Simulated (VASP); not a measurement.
A VASP calculation is set up with these files.

**INCAR**
```
SYSTEM = NaF
PREC = Accurate
ENCUT = 520
EDIFF = 1E-6
NELM = 100
ALGO = Normal
LREAL = .FALSE.
LASPH = .TRUE.
ISMEAR = 0
SIGMA = 0.05
GGA = PE
LWAVE = .FALSE.
LCHARG = .FALSE.
ISIF = 2
LSORBIT = .TRUE.
MAGMOM = 0 0 0 0 0 0
GGA_COMPAT = .FALSE.
```

**KPOINTS**
```
Automatic mesh
0
Gamma
7 7 7
0 0 0
```

### POSCAR
```
NaF
1
    0.0000000000     2.3613000000     2.3613000000
    2.3613000000     0.0000000000     2.3613000000
    2.3613000000     2.3613000000     0.0000000000
Na F
1 1
Direct
  0.0000000000   0.0000000000   0.0000000000
  0.5000000000   0.5000000000   0.5000000000
```

POTCAR, in this order: Na_pv F (PBE.64 set). Program: vasp_std.

What VASP printed:

**standard output**
```
 POSCAR found type information on POSCAR NaF
 POSCAR found :  2 types and       2 ions
 Reading from existing POTCAR

 -----------------------------------------------------------------------------
|                                                                             |
|     EEEEEEE  RRRRRR   RRRRRR   OOOOOOO  RRRRRR      ###     ###     ###     |
|     E        R     R  R     R  O     O  R     R     ###     ###     ###     |
|     E        R     R  R     R  O     O  R     R     ###     ###     ###     |
|     EEEEE    RRRRRR   RRRRRR   O     O  RRRRRR       #       #       #      |
|     E        R   R    R   R    O     O  R   R                               |
|     E        R    R   R    R   O     O  R    R      ###     ###     ###     |
|     EEEEEEE  R     R  R     R  OOOOOOO  R     R     ###     ###     ###     |
|                                                                             |
|     ERROR: Noncollinear calculations require that VASP is compiled          |
|     without the flag -DNGXhalf and-DNGZhalf.                                |
|     You probably tried to run a noncollinear calculation                    |
|     (LNONCOLLINEAR=T) with the executable vasp_std. Use vasp_ncl            |
|     instead!                                                                |
|                                                                             |
|       ---->  I REFUSE TO CONTINUE WITH THIS SICK JOB ... BYE!!! <----       |
|                                                                             |
 -----------------------------------------------------------------------------
```

**Question.** Read the log: what went wrong, and how is it fixed?

**Answer.** The cause: LSORBIT needs the non-collinear program vasp_ncl. VASP stops with an error: ERROR: Noncollinear calculations require that VASP is compiled without the flag -DNGXhalf and-DNGZhalf. You probably tried to run a noncollinear calculation (LNONCOLLINEAR=T) with the executable vasp_std. Use vasp_ncl instead! ----> I REFUSE TO CONTINUE WITH THIS SICK JOB ... BYE!!! <---- To mend it, run vasp_ncl.

The mended run (PBE GGA with spin-orbit coupling, plane waves, VASP's PBE PAW potentials (set 64)) converges, and its OSZICAR ends with
```
   1 F= -.85695279E+01 E0= -.85695279E+01  d E =-.341586E-15  mag=    -0.0000    -0.0000     0.0000
```

The compound is NaF in the rock salt structure. The cell was not relaxed at this level.
